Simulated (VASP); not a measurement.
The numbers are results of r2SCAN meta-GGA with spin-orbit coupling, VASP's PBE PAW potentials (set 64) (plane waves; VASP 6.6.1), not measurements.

The input files of a VASP run:

File KPOINTS:
```
Automatic
0
G
  7 7 3
```

File KPOINTS_OPT:
```
k-points along high-symmetry lines
5
Line-mode
Reciprocal
  0.000000   0.000000   0.000000 ! GAMMA
  0.500000   0.000000   0.000000 ! M

  0.500000   0.000000   0.000000 ! M
  0.333333   0.333333   0.000000 ! K

  0.333333   0.333333   0.000000 ! K
  0.000000   0.000000   0.000000 ! GAMMA

  0.000000   0.000000   0.000000 ! GAMMA
  0.000000   0.000000   0.500000 ! A

  0.000000   0.000000   0.500000 ! A
  0.500000   0.000000   0.500000 ! L

  0.500000   0.000000   0.500000 ! L
  0.333333   0.333333   0.500000 ! H

  0.333333   0.333333   0.500000 ! H
  0.000000   0.000000   0.500000 ! A

  0.500000   0.000000   0.500000 ! L
  0.500000   0.000000   0.000000 ! M

  0.333333   0.333333   0.500000 ! H
  0.333333   0.333333   0.000000 ! K
```

### INCAR
```
ALGO  =  Normal
EDIFF  =  1E-6
ENCUT  =  400
GGA_COMPAT  =  F
ISMEAR  =  0
LASPH  =  T
LCHARG  =  F
LMAXMIX  =  4
LMIXTAU  =  T
LREAL  =  F
LSORBIT  =  T
LWAVE  =  F
MAGMOM  =  12*0
METAGGA  =  R2SCAN
NELM  =  100
PREC  =  Accurate
SIGMA  =  0.05
SYSTEM  =  Se
```

POSCAR:
```
Se
1
    4.3231537172     0.0000000490     0.0000000000
   -2.1615762658     3.7439613366     0.0000000000
    0.0000000000     0.0000000000     9.2961545636
Se
4
Direct
  0.3333330000   0.6666670000   0.0328968635
  0.6666670000   0.3333330000   0.5328968635
  0.6666670000   0.3333330000   0.9671031365
  0.3333330000   0.6666670000   0.4671031365
```

POTCAR, in this order: Se (PBE.64 set). Program: vasp_ncl.

The run wrote:

File OSZICAR:
```
       N       E                     dE             d eps       ncg     rms          rms(c)
DAV:   1     0.852067713597E+02    0.85207E+02   -0.80095E+03  1024   0.999E+02
DAV:   2    -0.474649620652E+02   -0.13267E+03   -0.12718E+03  1392   0.188E+02
DAV:   3    -0.606249888262E+02   -0.13160E+02   -0.12893E+02  1280   0.670E+01
DAV:   4    -0.608793852686E+02   -0.25440E+00   -0.25083E+00  1160   0.102E+01
DAV:   5    -0.608836049522E+02   -0.42197E-02   -0.42104E-02  1192   0.121E+00    0.789E+00
DAV:   6    -0.577977910517E+02    0.30858E+01   -0.32165E-01  1104   0.489E+00    0.543E+00
DAV:   7    -0.527145150554E+02    0.50833E+01   -0.27731E+00  1080   0.932E+00    0.242E+00
DAV:   8    -0.552173731578E+02   -0.25029E+01   -0.94619E-01  1040   0.730E+00    0.584E-01
DAV:   9    -0.552143952535E+02    0.29779E-02   -0.19562E-02  1144   0.870E-01    0.438E-01
DAV:  10    -0.552905320875E+02   -0.76137E-01   -0.44412E-03  1056   0.428E-01    0.488E-01
DAV:  11    -0.555282277905E+02   -0.23770E+00   -0.57728E-02  1024   0.205E+00    0.116E+00
DAV:  12    -0.556485641876E+02   -0.12034E+00   -0.82678E-02  1024   0.246E+00    0.203E+00
DAV:  13    -0.556302446960E+02    0.18319E-01   -0.64700E-03  1152   0.731E-01    0.240E+00
DAV:  14    -0.556529544203E+02   -0.22710E-01   -0.44119E-03  1024   0.587E-01    0.269E+00
DAV:  15    -0.556598569410E+02   -0.69025E-02   -0.42672E-03  1120   0.446E-01    0.349E+00
DAV:  16    -0.556616715990E+02   -0.18147E-02   -0.48141E-04  1176   0.150E-01    0.374E+00
DAV:  17    -0.556558840067E+02    0.57876E-02   -0.37208E-03  1128   0.524E-01    0.221E+00
DAV:  18    -0.556529877015E+02    0.28963E-02   -0.66252E-03  1152   0.495E-01    0.432E-01
DAV:  19    -0.556555764952E+02   -0.25888E-02   -0.15215E-03  1032   0.277E-01    0.734E-02
DAV:  20    -0.556559640868E+02   -0.38759E-03   -0.29393E-04  1192   0.125E-01    0.291E-01
DAV:  21    -0.556563814969E+02   -0.41741E-03   -0.14468E-04  1024   0.119E-01    0.132E-01
DAV:  22    -0.556564127404E+02   -0.31243E-04   -0.29189E-05  1152   0.500E-02    0.293E-02
DAV:  23    -0.556564111269E+02    0.16136E-05   -0.13533E-05  1152   0.229E-02    0.231E-02
DAV:  24    -0.556564147418E+02   -0.36149E-05   -0.91817E-07   640   0.935E-03    0.163E-02
DAV:  25    -0.556564157357E+02   -0.99394E-06   -0.44558E-07   512   0.648E-03
   1 F= -.55656416E+02 E0= -.55656056E+02  d E =-.719023E-03  mag=     0.0000    -0.0000    -0.0000
       N       E                     dE             ncg
       N       E                     dE             ncg
       N       E                     dE             ncg
```

File OUTCAR:
```
------------------------ aborting loop because EDIFF is reached ----------------------------------------
  FORCE on cell =-STRESS in cart. coord.  units (eV):
  Direction    XX          YY          ZZ          XY          YZ          ZX
  --------------------------------------------------------------------------------------
  Total        0.1316461      0.1316461     -0.0019933      0.0000000     -0.0000000      0.0000000
  in kB        1.4017906      1.4017910     -0.0212255      0.0000002     -0.0000000      0.0000000
  external PRESSURE =       0.9274520 kB  Pullay stress =       0.0000000 kB
  volume of cell :      150.46
      direct lattice vectors                 reciprocal lattice vectors
     4.323153717  0.000000049  0.000000000     0.231312615  0.133548350  0.000000000
    -2.161576266  3.743961337  0.000000000    -0.000000003  0.267096774  0.000000000
     0.000000000  0.000000000  9.296154564     0.000000000  0.000000000  0.107571361
 POSITION                                       TOTAL-FORCE (eV/Angst)
 -----------------------------------------------------------------------------------
     -0.00000      2.49598      0.30581        -0.000000      0.000000     -0.013261
      2.16158      1.24799      4.95389         0.000000     -0.000000     -0.013261
      2.16158      1.24799      8.99034         0.000000     -0.000000      0.013261
     -0.00000      2.49598      4.34226        -0.000000      0.000000      0.013261
 -----------------------------------------------------------------------------------
    total drift:                               -0.000118     -0.000205      0.000000
  FREE ENERGIE OF THE ION-ELECTRON SYSTEM (eV)
  ---------------------------------------------------
  free  energy   TOTEN  =       -55.6564157357 eV

  energy  without entropy=      -55.6556967128  energy(sigma->0) =      -55.65605622

 Ion:    1  E_soc:     -0.0513125

 Ion:    2  E_soc:     -0.0513125

 Ion:    3  E_soc:     -0.0513125

 Ion:    4  E_soc:     -0.0513125
```
(Selected blocks of OUTCAR.)

The structure was generated: Se was put into the lonsdaleite type (P6_3/mmc), which need not be its known phase. It was relaxed first, which changed the volume by +72 %.
